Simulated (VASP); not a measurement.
Calculation: PBE GGA, VASP's PBE PAW potentials (set 64) (plane waves; VASP).

VASP ran on this input.

### POSCAR
```
Ni3Si
1.0
  3.5035675767   0.0000000000   0.0000000000
  0.0000000000   3.5035675767   0.0000000000
  0.0000000000   0.0000000000   3.5035675767
Si Ni
1 3
Cart
  0.0000000000   0.0000000000   0.0000000000
  0.0000000000   1.7517837884   1.7517837884
  1.7517837884   0.0000000000   1.7517837884
  1.7517837884   1.7517837884   0.0000000000
```

### KPOINTS
```
kpoints
0
gamma
 8 8 8
0 0 0
```

### INCAR
```
IBRION = 6   ! finite differences
NSW = 1
ENCUT = 530   ! plane-wave cut-off (eV)
LASPH = .TRUE.   ! aspherical one-centre terms
GGA = PE   ! PBE
ISIF = 3   ! ions, shape and volume
EDIFF = 1E-7   ! SCF stop (eV)
LREAL = .FALSE.   ! projection in real space or not
NFREE = 2
ALGO = Normal
SIGMA = 0.1   ! width (eV)
LMAXMIX = 4   ! l cut-off of mixed one-centre charges
LWAVE = .FALSE.
POTIM = 0.015   ! step
SYSTEM = Ni3Si
PREC = Accurate
NELM = 100   ! most electronic steps
LCHARG = .FALSE.
ISMEAR = 1
```

POTCAR, in this order: Si Ni (PBE.64 set). Program: vasp_std.

Output

### OUTCAR
```
 ion  position               nearest neighbor table
   1  0.000  0.000  0.000-   2 2.48   3 2.48   4 2.48   2 2.48   3 2.48   2 2.48   4 2.48   2 2.48
                             3 2.48   4 2.48   3 2.48   4 2.48
   2  0.000  0.500  0.500-   1 2.48   3 2.48   4 2.48   1 2.48   4 2.48   1 2.48   3 2.48   1 2.48
                             3 2.48   4 2.48   4 2.48   3 2.48
   3  0.500  0.000  0.500-   1 2.48   2 2.48   4 2.48   1 2.48   4 2.48   2 2.48   4 2.48   4 2.48
                             1 2.48   2 2.48   1 2.48   2 2.48
   4  0.500  0.500  0.000-   1 2.48   2 2.48   3 2.48   2 2.48   3 2.48   1 2.48   3 2.48   3 2.48
                             1 2.48   2 2.48   2 2.48   1 2.48
  LATTYP: Found a simple cubic cell.
 ALAT       =     3.5035675767
 Subroutine PRICEL returns:
 Original cell was already a primitive cell.
 Subroutine GETGRP returns: Found 48 space group operations
The static configuration has the point symmetry O_h .
The dynamic configuration has the point symmetry O_h .
 Subroutine INISYM returns: Found 48 space group operations
 Subroutine IBZKPT returns following result:
 Found     35 irreducible k-points:

 Following reciprocal coordinates:
            Coordinates               Weight
  0.000000  0.000000  0.000000      1.000000
  0.125000  0.000000  0.000000      6.000000
  0.250000  0.000000  0.000000      6.000000
...
```

**OSZICAR**
```
...
DAV:   3    -0.236964556070E+02   -0.93798E-02   -0.67466E-02 10622   0.957E+00    0.175E+00
DAV:   4    -0.236736040976E+02    0.22852E-01   -0.53851E-02  9605   0.835E+00    0.991E-02
DAV:   5    -0.236740901189E+02   -0.48602E-03   -0.52513E-03  7531   0.786E-01    0.820E-02
DAV:   6    -0.236741859114E+02   -0.95793E-04   -0.37060E-04 11149   0.501E-01    0.716E-02
DAV:   7    -0.236742018983E+02   -0.15987E-04   -0.17252E-04 10170   0.477E-01    0.372E-02
DAV:   8    -0.236742786018E+02   -0.76704E-04   -0.38416E-05 10846   0.187E-01    0.108E-02
DAV:   9    -0.236742962442E+02   -0.17642E-04   -0.69153E-06  9999   0.605E-02    0.237E-03
DAV:  10    -0.236743002058E+02   -0.39616E-05   -0.58084E-07  7652   0.143E-02    0.679E-04
DAV:  11    -0.236743015476E+02   -0.13417E-05   -0.31198E-08  4210   0.394E-03    0.294E-04
DAV:  12    -0.236743023165E+02   -0.76891E-06   -0.81154E-09  4040   0.161E-03    0.126E-04
DAV:  13    -0.236743024960E+02   -0.17949E-06   -0.32552E-09  3990   0.103E-03    0.528E-05
DAV:  14    -0.236743025407E+02   -0.44750E-07   -0.15134E-09  3890   0.494E-04
  12 F= -.23674303E+02 E0= -.23674756E+02  d E =0.136018E-02
       N       E                     dE             d eps       ncg     rms          rms(c)
DAV:   1    -0.237624196630E+02   -0.88117E-01   -0.16849E+00  8227   0.105E+01    0.205E+00
DAV:   2    -0.237003132572E+02    0.62106E-01   -0.61483E-02  9516   0.474E+00    0.109E+00
DAV:   3    -0.236750333193E+02    0.25280E-01   -0.41042E-02 10460   0.305E+00    0.330E-01
DAV:   4    -0.236746904041E+02    0.34292E-03   -0.70274E-03 10292   0.243E+00    0.202E-01
DAV:   5    -0.236743699140E+02    0.32049E-03   -0.15226E-03  8446   0.112E+00    0.781E-02
DAV:   6    -0.236743046701E+02    0.65244E-04   -0.22555E-04  8752   0.297E-01    0.409E-02
DAV:   7    -0.236743037572E+02    0.91290E-06   -0.44940E-05 10253   0.929E-02    0.152E-02
DAV:   8    -0.236743035628E+02    0.19444E-06   -0.76309E-06 10500   0.908E-02    0.124E-02
DAV:   9    -0.236743026169E+02    0.94584E-06   -0.24721E-06 10351   0.438E-02    0.264E-03
DAV:  10    -0.236743025946E+02    0.22376E-07   -0.35538E-07  6623   0.843E-03
  13 F= -.23674303E+02 E0= -.23674756E+02  d E =0.136032E-02
       N       E                     dE             d eps       ncg     rms          rms(c)
DAV:   1    -0.236956821139E+02   -0.21379E-01   -0.74921E-01  3580   0.734E+00    0.836E-01
DAV:   2    -0.236846426773E+02    0.11039E-01   -0.18681E-02  4186   0.219E+00    0.532E-01
DAV:   3    -0.236865177588E+02   -0.18751E-02   -0.29093E-02  4803   0.611E+00    0.109E+00
DAV:   4    -0.236773097945E+02    0.92080E-02   -0.21073E-02  4515   0.541E+00    0.322E-02
DAV:   5    -0.236775605005E+02   -0.25071E-03   -0.21997E-03  3295   0.448E-01    0.336E-02
DAV:   6    -0.236776029718E+02   -0.42471E-04   -0.99352E-05  4973   0.268E-01    0.227E-02
DAV:   7    -0.236776154719E+02   -0.12500E-04   -0.16564E-05  4689   0.129E-01    0.359E-03
DAV:   8    -0.236776202053E+02   -0.47334E-05   -0.12235E-06  3570   0.150E-02    0.258E-03
DAV:   9    -0.236776275401E+02   -0.73348E-05   -0.17153E-07  2414   0.950E-03    0.575E-04
DAV:  10    -0.236776297981E+02   -0.22580E-05   -0.10084E-07  1885   0.669E-03    0.704E-04
DAV:  11    -0.236776298832E+02   -0.85053E-07   -0.22037E-08  1785   0.282E-03
  14 F= -.23677630E+02 E0= -.23678089E+02  d E =0.137777E-02
       N       E                     dE             d eps       ncg     rms          rms(c)
DAV:   1    -0.236772964088E+02    0.33339E-03   -0.15508E-01  3205   0.219E+00    0.116E-01
DAV:   2    -0.236777034835E+02   -0.40707E-03   -0.88643E-03  3578   0.810E-01    0.590E-02
DAV:   3    -0.236776258819E+02    0.77602E-04   -0.35338E-04  3465   0.142E-01    0.218E-02
DAV:   4    -0.236776303725E+02   -0.44906E-05   -0.50626E-05  3887   0.708E-02    0.175E-02
DAV:   5    -0.236776311198E+02   -0.74723E-06   -0.78278E-06  4196   0.934E-02    0.175E-02
DAV:   6    -0.236776305519E+02    0.56783E-06   -0.48256E-06  4228   0.795E-02    0.968E-03
DAV:   7    -0.236776303371E+02    0.21481E-06   -0.13986E-06  4391   0.282E-02    0.925E-04
DAV:   8    -0.236776303434E+02   -0.62587E-08   -0.98720E-08  1879   0.501E-03
  15 F= -.23677630E+02 E0= -.23678090E+02  d E =0.137769E-02
       N       E                     dE             d eps       ncg     rms          rms(c)
DAV:   1    -0.236759567926E+02    0.16735E-02   -0.10445E+00  3155   0.671E+00    0.124E-01
DAV:   2    -0.236769970243E+02   -0.10402E-02   -0.13603E-02  3701   0.155E+00    0.121E-01
DAV:   3    -0.236770309748E+02   -0.33951E-04   -0.11905E-03  4244   0.113E+00    0.146E-01
DAV:   4    -0.236768249849E+02    0.20599E-03   -0.49125E-04  4852   0.680E-01    0.399E-02
DAV:   5    -0.236768059373E+02    0.19048E-04   -0.12200E-04  3813   0.169E-01    0.166E-02
DAV:   6    -0.236768035499E+02    0.23875E-05   -0.10672E-05  4662   0.771E-02    0.729E-03
DAV:   7    -0.236768030479E+02    0.50195E-06   -0.22071E-06  4556   0.248E-02    0.212E-03
DAV:   8    -0.236768030112E+02    0.36707E-07   -0.24654E-07  2531   0.905E-03
  16 F= -.23676803E+02 E0= -.23677263E+02  d E =0.137964E-02
       N       E                     dE             d eps       ncg     rms          rms(c)
DAV:   1    -0.236748060656E+02    0.19970E-02   -0.28327E+00  3150   0.110E+01    0.205E-01
DAV:   2    -0.236775056314E+02   -0.26996E-02   -0.31705E-02  3534   0.258E+00    0.262E-01
DAV:   3    -0.236771897673E+02    0.31586E-03   -0.26244E-03  3913   0.162E+00    0.151E-01
DAV:   4    -0.236769344585E+02    0.25531E-03   -0.96999E-04  3913   0.685E-01    0.875E-02
DAV:   5    -0.236768250265E+02    0.10943E-03   -0.38780E-04  4619   0.343E-01    0.440E-02
DAV:   6    -0.236768034202E+02    0.21606E-04   -0.60215E-05  4210   0.182E-01    0.766E-03
DAV:   7    -0.236768029122E+02    0.50796E-06   -0.88738E-06  3570   0.298E-02    0.230E-03
DAV:   8    -0.236768029452E+02   -0.32930E-07   -0.36607E-07  2859   0.794E-03
  17 F= -.23676803E+02 E0= -.23677263E+02  d E =0.137952E-02
       N       E                     dE             d eps       ncg     rms          rms(c)
DAV:   1    -0.236758652378E+02    0.93767E-03   -0.19465E+00  5250   0.935E+00    0.151E-01
DAV:   2    -0.236775567956E+02   -0.16916E-02   -0.19913E-02  5993   0.196E+00    0.165E-01
DAV:   3    -0.236774617470E+02    0.95049E-04   -0.13684E-03  6607   0.114E+00    0.121E-01
DAV:   4    -0.236773151735E+02    0.14657E-03   -0.53142E-04  7011   0.639E-01    0.659E-02
DAV:   5    -0.236772321411E+02    0.83032E-04   -0.18433E-04  7947   0.264E-01    0.268E-02
DAV:   6    -0.236772245949E+02    0.75462E-05   -0.30236E-05  6727   0.123E-01    0.783E-03
DAV:   7    -0.236772246443E+02   -0.49381E-07   -0.58167E-06  6886   0.671E-02    0.726E-03
DAV:   8    -0.236772237788E+02    0.86550E-06   -0.16121E-06  7520   0.343E-02    0.212E-03
DAV:   9    -0.236772237098E+02    0.69019E-07   -0.33082E-07  4365   0.744E-03
  18 F= -.23677224E+02 E0= -.23677683E+02  d E =0.137915E-02
       N       E                     dE             d eps       ncg     rms          rms(c)
DAV:   1    -0.236762339098E+02    0.98987E-03   -0.25012E+00  5250   0.104E+01    0.220E-01
DAV:   2    -0.236779094366E+02   -0.16755E-02   -0.23037E-02  6235   0.225E+00    0.244E-01
DAV:   3    -0.236776836106E+02    0.22583E-03   -0.27051E-03  6335   0.173E+00    0.181E-01
DAV:   4    -0.236773719783E+02    0.31163E-03   -0.11919E-03  7035   0.935E-01    0.926E-02
DAV:   5    -0.236772363049E+02    0.13567E-03   -0.35513E-04  7701   0.359E-01    0.365E-02
DAV:   6    -0.236772248665E+02    0.11438E-04   -0.67869E-05  6694   0.187E-01    0.133E-02
DAV:   7    -0.236772249220E+02   -0.55496E-07   -0.14131E-05  6822   0.111E-01    0.115E-02
DAV:   8    -0.236772237757E+02    0.11463E-05   -0.40365E-06  7386   0.545E-02    0.321E-03
DAV:   9    -0.236772237174E+02    0.58269E-07   -0.57450E-07  5810   0.107E-02
  19 F= -.23677224E+02 E0= -.23677683E+02  d E =0.137916E-02
```

OUTCAR:
```
------------------------ aborting loop because EDIFF is reached ----------------------------------------
  FORCE on cell =-STRESS in cart. coord.  units (eV):
  Direction    XX          YY          ZZ          XY          YZ          ZX
  --------------------------------------------------------------------------------------
  Total        0.1327556      0.1317686      0.1300250      0.0000000      0.0000000      0.0000000
  in kB        4.9457457      4.9089790      4.8440187      0.0000000      0.0000000      0.0000000
  external PRESSURE =       4.8995811 kB  Pullay stress =       0.0000000 kB
  volume of cell :       43.01
      direct lattice vectors                 reciprocal lattice vectors
     3.503567577  0.000000000  0.000000000     0.285423352  0.000000000  0.000000000
     0.000000000  3.503567577  0.000000000     0.000000000  0.285423352  0.000000000
     0.000000000  0.000000000  3.503567577     0.000000000  0.000000000  0.285423352
 POSITION                                       TOTAL-FORCE (eV/Angst)
 -----------------------------------------------------------------------------------
      0.00000      0.00000      0.00000         0.000000     -0.042553      0.000000
      0.00000      1.73678      1.75178         0.000000      0.132111      0.000000
      1.75178      0.00000      1.75178         0.000000     -0.097535      0.000000
      1.75178      1.75178      0.00000         0.000000      0.007978      0.000000
 -----------------------------------------------------------------------------------
    total drift:                                0.000020      0.000312     -0.000008
  FREE ENERGIE OF THE ION-ELECTRON SYSTEM (eV)
  ---------------------------------------------------
  free  energy   TOTEN  =       -23.6772237174 eV

  energy  without entropy=      -23.6786028781  energy(sigma->0) =      -23.67768344

   1 f  =    9.576518 THz    60.171038 2PiTHz  319.438262 cm-1    39.605279 meV
             X         Y         Z           dx          dy          dz
      0.000000  0.000000  0.000000     0.372511   -0.061851   -0.000000
      0.000000  1.751784  1.751784     0.649894    0.075364   -0.000000
      1.751784  0.000000  1.751784    -0.453897   -0.107906   -0.000000
      1.751784  1.751784  0.000000    -0.453897    0.075364    0.000000

   2 f  =    9.576518 THz    60.171038 2PiTHz  319.438262 cm-1    39.605279 meV
             X         Y         Z           dx          dy          dz
      0.000000  0.000000  0.000000    -0.061851   -0.372511   -0.000000
      0.000000  1.751784  1.751784    -0.107906    0.453897   -0.000000
      1.751784  0.000000  1.751784     0.075364   -0.649894    0.000000
      1.751784  1.751784  0.000000     0.075364    0.453897   -0.000000

   3 f  =    9.576518 THz    60.171038 2PiTHz  319.438262 cm-1    39.605279 meV
             X         Y         Z           dx          dy          dz
      0.000000  0.000000  0.000000     0.000000    0.000000   -0.377611
      0.000000  1.751784  1.751784     0.000000   -0.000000    0.460111
      1.751784  0.000000  1.751784    -0.000000    0.000000    0.460111
      1.751784  1.751784  0.000000    -0.000000   -0.000000   -0.658791

   4 f  =    6.683408 THz    41.993088 2PiTHz  222.934478 cm-1    27.640340 meV
             X         Y         Z           dx          dy          dz
      0.000000  0.000000  0.000000     0.839646   -0.120052   -0.006211
      0.000000  1.751784  1.751784    -0.522642    0.004234    0.000219
      1.751784  0.000000  1.751784    -0.029615    0.074727    0.000219
      1.751784  1.751784  0.000000    -0.029615    0.004234    0.003866

   5 f  =    6.683408 THz    41.993088 2PiTHz  222.934478 cm-1    27.640340 meV
             X         Y         Z           dx          dy          dz
      0.000000  0.000000  0.000000     0.107605    0.770120   -0.338812
      0.000000  1.751784  1.751784    -0.066979   -0.027163    0.011950
      1.751784  0.000000  1.751784    -0.003795   -0.479365    0.011950
      1.751784  1.751784  0.000000    -0.003795   -0.027163    0.210895

   6 f  =    6.683408 THz    41.993088 2PiTHz  222.934478 cm-1    27.640340 meV
             X         Y         Z           dx          dy          dz
      0.000000  0.000000  0.000000    -0.053593   -0.334604   -0.777576
      0.000000  1.751784  1.751784     0.033360    0.011802    0.027426
      1.751784  0.000000  1.751784     0.001890    0.208276    0.027426
      1.751784  1.751784  0.000000     0.001890    0.011802    0.484006

   7 f  =    5.870225 THz    36.883714 2PiTHz  195.809641 cm-1    24.277290 meV
             X         Y         Z           dx          dy          dz
      0.000000  0.000000  0.000000    -0.000000    0.000000    0.000000
      0.000000  1.751784  1.751784     0.000000    0.665249    0.125523
      1.751784  0.000000  1.751784     0.204174   -0.000000   -0.125523
      1.751784  1.751784  0.000000    -0.204174   -0.665249    0.000000

   8 f  =    5.870225 THz    36.883714 2PiTHz  195.809641 cm-1    24.277290 meV
             X         Y         Z           dx          dy          dz
      0.000000  0.000000  0.000000    -0.000000    0.000000   -0.000000
      0.000000  1.751784  1.751784     0.000000   -0.126213    0.695559
      1.751784  0.000000  1.751784    -0.016384   -0.000000   -0.695559
      1.751784  1.751784  0.000000     0.016384    0.126213   -0.000000

   9 f  =    5.870225 THz    36.883714 2PiTHz  195.809641 cm-1    24.277290 meV
             X         Y         Z           dx          dy          dz
      0.000000  0.000000  0.000000    -0.000000   -0.000000    0.000000
      0.000000  1.751784  1.751784    -0.000000   -0.203748   -0.021030
      1.751784  0.000000  1.751784     0.676790    0.000000    0.021030
      1.751784  1.751784  0.000000    -0.676790    0.203748   -0.000000

  10 f/i=    0.003917 THz     0.024613 2PiTHz    0.130667 cm-1     0.016201 meV
             X         Y         Z           dx          dy          dz
      0.000000  0.000000  0.000000     0.273121    0.248214   -0.041813
      0.000000  1.751784  1.751784     0.394104    0.358266   -0.060352
      1.751784  0.000000  1.751784     0.394216    0.358165   -0.060352
      1.751784  1.751784  0.000000     0.394216    0.358266   -0.060335

  11 f/i=    0.003917 THz     0.024613 2PiTHz    0.130667 cm-1     0.016201 meV
             X         Y         Z           dx          dy          dz
      0.000000  0.000000  0.000000     0.247241   -0.252967    0.113283
      0.000000  1.751784  1.751784     0.356761   -0.365126    0.163509
      1.751784  0.000000  1.751784     0.356862   -0.365023    0.163509
      1.751784  1.751784  0.000000     0.356862   -0.365126    0.163463

  12 f/i=    0.003917 THz     0.024613 2PiTHz    0.130667 cm-1     0.016201 meV
             X         Y         Z           dx          dy          dz
      0.000000  0.000000  0.000000     0.047227   -0.111135   -0.351244
      0.000000  1.751784  1.751784     0.068146   -0.160409   -0.506977
      1.751784  0.000000  1.751784     0.068166   -0.160364   -0.506977
      1.751784  1.751784  0.000000     0.068166   -0.160409   -0.506833

...
```
(Selected blocks of OUTCAR.)

The compound is Ni3Si in the L1_2 structure. It was relaxed first. The run is not spin-polarised, so no magnetic state was tried.
